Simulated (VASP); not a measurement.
Input for VASP

**POSCAR**
```
MoSi2
7.8648980
 -0.2042710720   0.2042710720   0.4999999977
  0.2042710720  -0.2042710720   0.4999999977
  0.2042710720   0.2042710720  -0.4999999977
Si Mo
2 1
Cartesian
  0.2042710720   0.2042710720   0.1647651227
  0.0000000000  -0.0000000000   0.3352348749
  0.0000000000   0.0000000000   0.0000000000
```

### INCAR
```
# general
SYSTEM   = MoSi2
PREC     = Accurate
ENCUT    = 520
LREAL    = F
LASPH    = T

# electronic loop
EDIFF    = 1E-7
NELM     = 100   # most electronic steps
ALGO     = Normal
LMAXMIX  = 4

# smearing
ISMEAR   = -5

# functional
GGA      = MK
LUSE_VDW = T
AGGAC    = 0.0
PARAM1   = 0.1234
PARAM2   = 1.0

# ions
ISIF     = 2   # forces and stress, cell fixed

# output
LWAVE    = F
LCHARG   = T
LORBIT   = 11   # lm-projected
NEDOS    = 601

# other
LEFG     = T
```

KPOINTS:
```
Automatic mesh
0
G
  15 15 15
0 0 0
```

POTCAR, in this order: Si Mo_sv (PBE.64 set). Program: vasp_std.

**Question.** Write an equivalent input for Quantum ESPRESSO's pw.x.

**Answer.** One equivalent input (not run):
```
&CONTROL
  calculation = 'scf'
  pseudo_dir = './pseudo'
  outdir = './out'
  tprnfor = .true.
  tstress = .true.
/
&SYSTEM
  ibrav = 0
  nat = 3
  ntyp = 2
  ecutwfc = 80
  occupations = 'tetrahedra'
  input_dft = 'vdw-df-ob86'
/
&ELECTRONS
  conv_thr = 7.3e-09
  electron_maxstep = 100
/
ATOMIC_SPECIES
  Si 28.085 Si.upf
  Mo 95.950 Mo.upf
CELL_PARAMETERS angstrom
    -1.6065711    1.6065711    3.9324490
     1.6065711   -1.6065711    3.9324490
     1.6065711    1.6065711   -3.9324490
ATOMIC_POSITIONS crystal
  Si   0.6647651  0.6647651  1.0000000
  Si   0.3352349  0.3352349  0.0000000
  Mo   0.0000000  0.0000000  0.0000000
K_POINTS automatic
  15 15 15 0 0 0
```
What does not carry over: the potentials are each code's own (VASP's PAW set, PseudoDojo norm-conserving files in pw.x), so ENCUT and ecutwfc are chosen apart and not converted; conv_thr bounds pw.x's estimated SCF error, while EDIFF bounds the energy change between steps; the field gradients of LEFG aren't asked of the other code.

The compound is MoSi2 in the MoSi2 type structure. It was relaxed first.
